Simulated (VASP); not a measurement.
Method: LDA (Ceperley-Alder, Perdew-Zunger), VASP's LDA PAW potentials (set 64) (plane waves; VASP).

VASP input:

**INCAR**
```
SYSTEM  =  SrCl2
PREC  =  Accurate; ENCUT  =  400; LREAL  =  .False.
LASPH  =  .True.
EDIFF  =  1E-8; NELM  =  100; ALGO  =  Normal
LMAXMIX  =  4
ISMEAR  =  0; SIGMA  =  0.01
LWAVE  =  .False.; LCHARG  =  .False.
LEPSILON  =  .True.
```

**POSCAR**
```
SrCl2
4.818040
  0.0000000000   0.7071067612   0.7071067612
  0.7071067612   0.0000000000   0.7071067612
  0.7071067612   0.7071067612   0.0000000000
Sr Cl
1 2
Direct
  0.0000000000   0.0000000000   0.0000000000
  0.2500000000   0.2500000000   0.2500000000
  0.7500000000   0.7500000000   0.7500000000
```

### KPOINTS
```
Automatic mesh
0
Gamma
6 6 6
0 0 0
```

POTCAR, in this order: Sr_sv Cl (LDA.64 set). Program: vasp_std.

Output

**OSZICAR**
```
...
RMM:   2    -0.502256381467E+00   -0.22949E-01   -0.61766E-02  1112   0.106E+00
RMM:   3    -0.505982743154E+00   -0.37264E-02   -0.84111E-03  1142   0.330E-01
RMM:   4    -0.506536018969E+00   -0.55328E-03   -0.13266E-03  1179   0.125E-01
RMM:   5    -0.506608181512E+00   -0.72163E-04   -0.20689E-04  1156   0.473E-02
RMM:   6    -0.506620839448E+00   -0.12658E-04   -0.41090E-05  1167   0.202E-02
RMM:   7    -0.506623221090E+00   -0.23816E-05   -0.72210E-07  1149   0.870E-03
RMM:   8    -0.506623644696E+00   -0.42361E-06   -0.77901E-05  1128   0.309E-03
RMM:   9    -0.506623692902E+00   -0.48206E-07   -0.21665E-06  1103   0.136E-03
RMM:  10    -0.506623702812E+00   -0.99098E-08   -0.94512E-06  1059   0.579E-04
RMM:  11    -0.506623704675E+00   -0.18637E-08   -0.38198E-08   987   0.350E-04
 Linear response to external field (no local field effect), progress :
  Direction:   3
       N       E                     dE             d eps       ncg     rms          rms(c)
RMM:   1    -0.544832175301E+00   -0.54483E+00   -0.16704E+00  1019   0.433E+00
RMM:   2    -0.562021718393E+00   -0.17190E-01   -0.49046E-02  1062   0.946E-01
RMM:   3    -0.565082512670E+00   -0.30608E-02   -0.63846E-03  1104   0.286E-01
RMM:   4    -0.565469217567E+00   -0.38670E-03   -0.10440E-03  1137   0.103E-01
RMM:   5    -0.565521916758E+00   -0.52699E-04   -0.14851E-04  1130   0.383E-02
RMM:   6    -0.565530378657E+00   -0.84619E-05   -0.31689E-05  1102   0.156E-02
RMM:   7    -0.565531943802E+00   -0.15651E-05    0.16389E-05  1048   0.701E-03
RMM:   8    -0.565532271929E+00   -0.32813E-06   -0.34219E-05  1016   0.264E-03
RMM:   9    -0.565532307991E+00   -0.36062E-07    0.18614E-06  1022   0.121E-03
RMM:  10    -0.565532314140E+00   -0.61493E-08   -0.60375E-06   978   0.554E-04
RMM:  11    -0.565532314889E+00   -0.74883E-09    0.40000E-07   920   0.350E-04
RMM:  12    -0.565532307720E+00    0.71687E-08   -0.61236E-07   800   0.269E-04
RMM:  13    -0.565532307970E+00   -0.24934E-09   -0.10220E-07   669   0.247E-04
RMM:  14    -0.565532308167E+00   -0.19786E-09    0.10034E-07   586   0.240E-04
RMM:  15    -0.565532308240E+00   -0.72125E-10   -0.36596E-08   525   0.237E-04
 Linear response to external field, progress :
  Direction:   1
       N       E                     dE             d eps       ncg     rms          rms(c)
RMM:   1    -0.521351400660E+00   -0.52135E+00   -0.15148E+00  1908   0.430E+00
RMM:   2    -0.542926971415E+00   -0.21576E-01   -0.59410E-02  2006   0.103E+00    0.202E+00
RMM:   3    -0.483433330480E+00    0.59494E-01   -0.12390E-01  1744   0.170E+00    0.104E+00
RMM:   4    -0.489371328243E+00   -0.59380E-02   -0.66950E-02  1865   0.126E+00    0.339E-01
RMM:   5    -0.499804688829E+00   -0.10433E-01   -0.49109E-03  2018   0.380E-01    0.489E-02
RMM:   6    -0.500242139243E+00   -0.43745E-03   -0.10538E-03  2106   0.134E-01    0.363E-02
RMM:   7    -0.500896371804E+00   -0.65423E-03   -0.21932E-04  2078   0.588E-02    0.150E-02
RMM:   8    -0.500996811067E+00   -0.10044E-03   -0.97820E-05  2227   0.237E-02    0.625E-03
RMM:   9    -0.501035792227E+00   -0.38981E-04   -0.30465E-05  2067   0.107E-02    0.211E-03
RMM:  10    -0.501043915080E+00   -0.81229E-05   -0.58002E-06  2192   0.576E-03    0.138E-03
RMM:  11    -0.501032490104E+00    0.11425E-04   -0.30001E-06  2103   0.318E-03    0.307E-04
RMM:  12    -0.501033407966E+00   -0.91786E-06   -0.18626E-06  2283   0.142E-03    0.230E-04
RMM:  13    -0.501034482106E+00   -0.10741E-05   -0.77739E-07  2035   0.748E-04    0.338E-04
RMM:  14    -0.501033310986E+00    0.11711E-05   -0.48951E-07  2090   0.523E-04    0.200E-04
RMM:  15    -0.501033636303E+00   -0.32532E-06   -0.30736E-07  2014   0.299E-04    0.133E-04
RMM:  16    -0.501033874384E+00   -0.23808E-06   -0.11329E-07  1375   0.205E-04    0.815E-05
RMM:  17    -0.501034031409E+00   -0.15703E-06   -0.22834E-07  1275   0.199E-04    0.261E-05
RMM:  18    -0.501034106738E+00   -0.75329E-07   -0.13303E-07  1148   0.194E-04    0.329E-06
 Linear response to external field, progress :
  Direction:   2
       N       E                     dE             d eps       ncg     rms          rms(c)
RMM:   1    -0.520883099292E+00   -0.52088E+00   -0.15101E+00  1920   0.430E+00
RMM:   2    -0.542902268156E+00   -0.22019E-01   -0.59317E-02  2025   0.104E+00    0.202E+00
RMM:   3    -0.483417922476E+00    0.59484E-01   -0.12372E-01  1750   0.170E+00    0.104E+00
RMM:   4    -0.489403905096E+00   -0.59860E-02   -0.67593E-02  1874   0.126E+00    0.339E-01
RMM:   5    -0.499838741574E+00   -0.10435E-01   -0.49457E-03  2038   0.382E-01    0.496E-02
RMM:   6    -0.500240477693E+00   -0.40174E-03   -0.10808E-03  2121   0.136E-01    0.368E-02
RMM:   7    -0.500873944610E+00   -0.63347E-03   -0.24597E-04  2094   0.597E-02    0.159E-02
RMM:   8    -0.501004414812E+00   -0.13047E-03   -0.11013E-04  2233   0.238E-02    0.599E-03
RMM:   9    -0.501033798197E+00   -0.29383E-04   -0.59149E-05  2100   0.112E-02    0.209E-03
RMM:  10    -0.501042774801E+00   -0.89766E-05   -0.18531E-05  2232   0.532E-03    0.109E-03
RMM:  11    -0.501031919458E+00    0.10855E-04   -0.14495E-05  2150   0.275E-03    0.194E-04
RMM:  12    -0.501031385966E+00    0.53349E-06   -0.52051E-06  2259   0.136E-03    0.321E-04
RMM:  13    -0.501031865168E+00   -0.47920E-06   -0.28549E-06  2124   0.649E-04    0.175E-04
RMM:  14    -0.501032649886E+00   -0.78472E-06   -0.10399E-06  2181   0.374E-04    0.305E-05
RMM:  15    -0.501032648292E+00    0.15931E-08   -0.35104E-07  1556   0.222E-04    0.441E-05
RMM:  16    -0.501032911337E+00   -0.26305E-06   -0.40080E-08  1257   0.202E-04    0.191E-05
RMM:  17    -0.501032815822E+00    0.95515E-07    0.29767E-08  1066   0.194E-04    0.833E-06
 Linear response to external field, progress :
  Direction:   3
       N       E                     dE             d eps       ncg     rms          rms(c)
RMM:   1    -0.520891717321E+00   -0.52089E+00   -0.15102E+00  1916   0.430E+00
RMM:   2    -0.542900629463E+00   -0.22009E-01   -0.59315E-02  2024   0.104E+00    0.202E+00
RMM:   3    -0.483420265082E+00    0.59480E-01   -0.12376E-01  1750   0.170E+00    0.104E+00
RMM:   4    -0.489407018409E+00   -0.59868E-02   -0.67640E-02  1875   0.126E+00    0.339E-01
RMM:   5    -0.499844301638E+00   -0.10437E-01   -0.49597E-03  2036   0.382E-01    0.497E-02
RMM:   6    -0.500240806611E+00   -0.39650E-03   -0.10776E-03  2122   0.136E-01    0.368E-02
RMM:   7    -0.500875289865E+00   -0.63448E-03   -0.22672E-04  2096   0.598E-02    0.156E-02
RMM:   8    -0.501003131361E+00   -0.12784E-03   -0.13869E-04  2235   0.244E-02    0.617E-03
RMM:   9    -0.501035498410E+00   -0.32367E-04   -0.34525E-05  2083   0.113E-02    0.205E-03
RMM:  10    -0.501044239421E+00   -0.87410E-05   -0.15681E-05  2188   0.599E-03    0.123E-03
RMM:  11    -0.501030787910E+00    0.13452E-04   -0.54031E-06  2155   0.326E-03    0.349E-04
RMM:  12    -0.501031984591E+00   -0.11967E-05   -0.27778E-06  2292   0.143E-03    0.164E-04
RMM:  13    -0.501032845747E+00   -0.86116E-06   -0.15894E-06  2129   0.695E-04    0.272E-04
RMM:  14    -0.501032164129E+00    0.68162E-06   -0.77167E-07  2102   0.528E-04    0.143E-04
RMM:  15    -0.501032446252E+00   -0.28212E-06   -0.38041E-07  2045   0.311E-04    0.900E-05
RMM:  16    -0.501032618295E+00   -0.17204E-06   -0.33659E-07  1384   0.210E-04    0.567E-05
RMM:  17    -0.501032767887E+00   -0.14959E-06   -0.19252E-07  1243   0.202E-04    0.129E-05
RMM:  18    -0.501032845606E+00   -0.77719E-07   -0.78491E-08  1053   0.195E-04    0.644E-06
```

**OUTCAR**
```
------------------------ aborting loop because EDIFF is reached ----------------------------------------

 HEAD OF MICROSCOPIC STATIC DIELECTRIC TENSOR (INDEPENDENT PARTICLE, excluding Hartree and local field effects)
 ------------------------------------------------------
           3.503474     0.000000    -0.000000
           0.000000     3.503474     0.000000
          -0.000000     0.000000     3.503474
 ------------------------------------------------------

 MACROSCOPIC STATIC DIELECTRIC TENSOR (including local field effects in DFT)
 ------------------------------------------------------
           3.125854    -0.000000     0.000000
          -0.000000     3.125854     0.000000
           0.000000    -0.000000     3.125854
 ------------------------------------------------------

 PIEZOELECTRIC TENSOR (including local field effects)  for field in x, y, z        (e  Angst)
          XX          YY          ZZ          XY          YZ          ZX
  --------------------------------------------------------------------------------
  x     0.00000     0.00000     0.00000     0.00000     0.00000     0.00000
  y     0.00000     0.00000     0.00000     0.00000     0.00000     0.00000
  z     0.00000     0.00000     0.00000     0.00000     0.00000     0.00000

 PIEZOELECTRIC TENSOR (including local field effects)  for field in x, y, z        (C/m^2)
          XX          YY          ZZ          XY          YZ          ZX
  --------------------------------------------------------------------------------
  x     0.00000     0.00000     0.00000     0.00000     0.00000     0.00000
  y     0.00000     0.00000     0.00000     0.00000     0.00000     0.00000
  z     0.00000     0.00000     0.00000     0.00000     0.00000     0.00000

 BORN EFFECTIVE CHARGES (including local field effects) (in |e|, cummulative output)
 ---------------------------------------------------------------------------------
 ion    1
    1     2.49084     0.00000     0.00000
    2     0.00000     2.49084     0.00000
    3     0.00000     0.00000     2.49084
 ion    2
    1    -1.24542     0.00000     0.00000
    2     0.00000    -1.24542     0.00000
    3     0.00000     0.00000    -1.24542
 ion    3
    1    -1.24542     0.00000     0.00000
    2     0.00000    -1.24542     0.00000
    3     0.00000     0.00000    -1.24542
```
(Selected blocks of OUTCAR.)

The compound is SrCl2 in the fluorite structure. It was relaxed first, which changed the volume by -7 %.
